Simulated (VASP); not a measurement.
Calculation: LDA (Ceperley-Alder, Perdew-Zunger), VASP's LDA PAW potentials (set 64) (plane waves; VASP 6.6.1).

The input files of a VASP run:

**POSCAR**
```
BaTiO3
1.0
  3.9484660314   0.0000000000   0.0000000000
  0.0000000000   3.9484660314   0.0000000000
  0.0000000000   0.0000000000   3.9484660314
Ba Ti O
1 1 3
Cart
  1.9742330157   1.9742330157   1.9742330157
  0.0000000000   0.0000000000   0.0000000000
  1.9742330157   0.0000000000   0.0000000000
  0.0000000000   1.9742330157   0.0000000000
  0.0000000000   0.0000000000   1.9742330157
```

File KPOINTS:
```
Automatic mesh
0
G
  5 5 5
```

### INCAR
```
LWAVE  =  .FALSE.
NELM  =  100
NSW  =  60
LREAL  =  .FALSE.
LASPH  =  .TRUE.   # aspherical one-centre terms
IBRION  =  2
LMAXMIX  =  4   # l cut-off of mixed one-centre charges
SYSTEM  =  BaTiO3
LCHARG  =  .FALSE.
EDIFF  =  1E-6   # SCF stop (eV)
EDIFFG  =  -0.02   # ionic stop
PREC  =  Accurate
ALGO  =  Normal
ISIF  =  3
ENCUT  =  520   # plane-wave cut-off (eV)
ISMEAR  =  0   # Gaussian
SIGMA  =  0.05   # width (eV)
```

POTCAR, in this order: Ba_sv Ti_sv O (LDA.64 set). Program: vasp_std.

Unless said otherwise, spin-orbit coupling is left out, though it shifts the bands of the heavy elements here.

Problem. Estimate the energy per atom (σ→0), volume per atom, band gap (on the k-mesh).

Solution. 
energy per atom (σ→0): -8.831 eV/atom
band gap (on the k-mesh): 1.82 eV
volume per atom: 12.34 Å³/atom

### OSZICAR
```
...
DAV:   2    -0.441530589800E+02    0.86300E-03   -0.32779E-03   560   0.536E-01    0.906E-02
DAV:   3    -0.441529320948E+02    0.12689E-03   -0.84098E-04   616   0.184E-01    0.213E-02
DAV:   4    -0.441529335732E+02   -0.14784E-05   -0.15853E-04   656   0.679E-02    0.194E-02
DAV:   5    -0.441529370098E+02   -0.34366E-05   -0.13565E-05   720   0.325E-02    0.119E-02
DAV:   6    -0.441529430129E+02   -0.60031E-05   -0.13731E-05   656   0.193E-02    0.738E-03
DAV:   7    -0.441529443375E+02   -0.13246E-05   -0.29268E-06   512   0.109E-02    0.170E-03
DAV:   8    -0.441529443773E+02   -0.39811E-07   -0.23806E-07   240   0.381E-03
   3 F= -.44152944E+02 E0= -.44152944E+02  d E =-.180960E-03
```

The structure comes from a computed database's BaTiO3 entry (Pm-3m); how it stands against other phases isn't given here. This run relaxes it. Symmetry was kept, so distortions that lower it aren't found. The start is the result of an earlier pass.
